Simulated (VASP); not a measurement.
All values below come from PBE GGA, VASP's PBE PAW potentials (set 64) (plane waves; VASP).

Gaps are without spin-orbit coupling.

- volume per atom = 26.23 Å^3/atom

### Question
Which relaxed crystal gives these values?
A. BN, F-43m (216)
B. CdGeAs2, I-42d (122)
C. AlN, F-43m (216)
D. LiF, Fm-3m (225)

### Answer
B, CdGeAs2, I-42d (122)
